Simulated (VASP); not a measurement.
```
K2PtC2
1.0
    5.09173     0.00000     0.00000
   -2.54586     4.40956     0.00000
    0.00000     0.00000     5.20229
K Pt C
2 1 2
Direct
  0.33333   0.66667   0.77345
  0.66667   0.33333   0.22655
  0.00000   0.00000   0.50000
  0.00000   0.00000   0.87771
  0.00000   0.00000   0.12229
```

Computed with PBEsol GGA, VASP's PBE PAW potentials (set 64) (plane waves; VASP). Run with 520 eV cut-off, Gaussian smearing of 0.050 eV, potentials K_sv Pt C.

Unless said otherwise, spin-orbit coupling is left out, though it shifts the bands of the heavy elements here.

Q: Give the energies of bands 10 to 21 at the high-symmetry points, in eV from the valence-band maximum.

A: 
| band | Γ | M | K | A | L | H |
|---|---|---|---|---|---|---|
| 10 | -6.46 | -6.42 | -6.42 | -8.40 | -8.30 | -8.29 |
| 11 | -5.32 | -5.19 | -5.17 | -4.03 | -4.18 | -4.07 |
| 12 | -2.86 | -3.18 | -3.00 | -4.03 | -3.94 | -4.07 |
| 13 | -2.86 | -2.77 | -3.00 | -2.69 | -2.52 | -2.50 |
| 14 | -2.57 | -2.63 | -2.56 | -2.24 | -1.76 | -1.61 |
| 15 | -2.57 | -2.51 | -2.56 | -1.46 | -1.42 | -1.42 |
| 16 | -2.40 | -1.71 | -1.49 | -1.46 | -1.35 | -1.42 |
| 17 | -1.45 | -1.40 | -1.44 | 0.00 | -0.06 | -0.08 |
| 18 | -1.45 | -1.34 | -1.44 | 0.00 | -0.04 | -0.08 |
| 19 | 3.75 | 2.20 | 2.65 | 2.08 | 0.92 | 1.49 |
| 20 | 4.17 | 3.61 | 2.65 | 2.08 | 2.30 | 1.49 |
| 21 | 5.26 | 4.27 | 5.01 | 3.42 | 4.53 | 4.68 |

The gap is indirect, 0.92 eV, from the valence maximum at A to the conduction minimum at L.

The structure comes from a computed database's K2PtC2 entry (P-3m1); how it stands against other phases isn't given here. It was relaxed first.
